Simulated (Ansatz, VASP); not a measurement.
AlC3 in VASP and in Ansatz

Contents of POSCAR:

```
AlC3
1.0
    3.2079290000      0.0000000000      0.0000000000
    0.0000000000      3.2079290000      0.0000000000
    0.0000000000      0.0000000000      3.2079290000
Al C
1 3
Direct
    0.0000000000      0.0000000000      0.0000000000
    0.0000000000      0.5000000000      0.5000000000
    0.5000000000      0.0000000000      0.5000000000
    0.5000000000      0.5000000000      0.0000000000
```

Contents of INCAR.step1:

```
  PREC = Accurate
  ENCUT = 520
  ISMEAR = 1
  SIGMA = 0.01
  LREAL = F
  LASPH = T
  NELM = 100
  NBANDS = 16
  GGA = PE
  ALGO = Normal
  EDIFF = 1E-4
  LWAVE = T
  LCHARG = F
```

File INCAR.step2:

```
  PREC = Accurate
  ENCUT = 520
  EDIFF = 1E-6
  ISMEAR = 1
  SIGMA = 0.01
  LREAL = F
  LASPH = T
  NELM = 100
  ALGO = Normal
  ISIF = 2
  LWAVE = F
  LCHARG = F
  METAGGA = R2SCAN
  LMIXTAU = T
  NBANDS = 16
  ISTART = 1
```

KPOINTS

```
Automatic mesh
0
Gamma
  9 9 9
```

Input for Ansatz:

```yaml
crystal:
  lattice:
    - [3.207929, 0.0, 0.0]
    - [0.0, 3.207929, 0.0]
    - [0.0, 0.0, 3.207929]
  atoms:
    - { symbol: Al, position: [0.0, 0.0, 0.0] }
    - { symbol: C, position: [0.0, 0.5, 0.5] }
    - { symbol: C, position: [0.5, 0.0, 0.5] }
    - { symbol: C, position: [0.5, 0.5, 0.0] }
accuracy: low
kpoints:
  mp_grid:
    grid: [9, 9, 9]
hamiltonian:
  xc: r2scan
  pseudopotentials:
    kind: nc
scf:
  n_extra_bands: 6
  lower_state_search: light
  occupations:
    method: methfessel_paxton
    width: 0.01
output:
  stress: true
```

The cell comes from a database or a generator and needn't be the stable form of this composition.

Alike in both runs: task single point; functional r2SCAN; k mesh 9 × 9 × 9; occupations methfessel-paxton of order 1, width 0.01 eV; no spin polarisation.

|  | VASP | Ansatz |
| --- | --- | --- |
| version | VASP 6.6.1 | Ansatz 0.2.0 |
| potentials or method | VASP PAW PBE potentials, release 64 (Al, C) | plane waves, norm-conserving potentials |
| plane-wave cutoff (eV) | 520 | 1200 |
| valence electrons in the cell | 15 | 15 |

VASP gave:

```
pressure (GPa) : -2.5
```

Q: What did Ansatz give for the same quantities?

A: Pressure (GPa): -2.1.

Caveats: the PAW data sets were made with another functional, which shifts forces and pressure a little (VASP).
